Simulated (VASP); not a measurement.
An input for Quantum ESPRESSO's pw.x (written as the equivalent of a VASP run, and not itself run):

```
&CONTROL
  calculation = 'scf'
  pseudo_dir = './pseudo'
  outdir = './out'
  tprnfor = .true.
  tstress = .true.
/
&SYSTEM
  ibrav = 0
  nat = 1
  ntyp = 1
  ecutwfc = 74
  occupations = 'smearing'
  smearing = 'methfessel-paxton'
  degauss = 0.00735
  input_dft = 'vdw-df-obk8'
/
&ELECTRONS
  conv_thr = 7.3e-09
  electron_maxstep = 100
/
ATOMIC_SPECIES
  W 183.840 W.upf
CELL_PARAMETERS angstrom
    -1.5604623    1.5604623    1.5604623
     1.5604623   -1.5604623    1.5604623
     1.5604623    1.5604623   -1.5604623
ATOMIC_POSITIONS crystal
  W    0.0000000  0.0000000  0.0000000
K_POINTS automatic
  16 16 16 0 0 0
```

Write the VASP files for the same calculation (optB88-vdW).

This is not unique; one that fits is 
POSCAR:
```
W
1
   -1.5604623130     1.5604623130     1.5604623130
    1.5604623130    -1.5604623130     1.5604623130
    1.5604623130     1.5604623130    -1.5604623130
W
1
Direct
  0.0000000000   0.0000000000   0.0000000000
```

File KPOINTS:
```
Regular mesh
0
G
16 16 16
```

**INCAR**
```
LREAL = .FALSE.
LCHARG = .FALSE.
PARAM1 = 0.1833333333
ENCUT = 520
ISIF = 2   # forces and stress, cell fixed
LWAVE = .FALSE.
ALGO = Normal   # blocked Davidson
PARAM2 = 0.22
SYSTEM = W
AGGAC = 0.0
LASPH = .TRUE.
LMAXMIX = 6   # l cut-off of mixed one-centre charges
ISMEAR = 1   # Methfessel-Paxton
SIGMA = 0.1
NELM = 100
GGA = BO
LUSE_VDW = .TRUE.
EDIFF = 1E-7   # SCF stop (eV)
PREC = Accurate
```

POTCAR, in this order: W_sv (PBE.64 set). Program: vasp_std.

The two are equivalent in intent, not identical: the potentials are each code's own (VASP's PAW set, PseudoDojo norm-conserving files in pw.x), so ENCUT and ecutwfc are chosen apart and not converted; conv_thr bounds pw.x's estimated SCF error, while EDIFF bounds the energy change between steps.

The compound is W in the bcc structure. This cell is one point of a volume scan, at 0.94 of the reference volume.
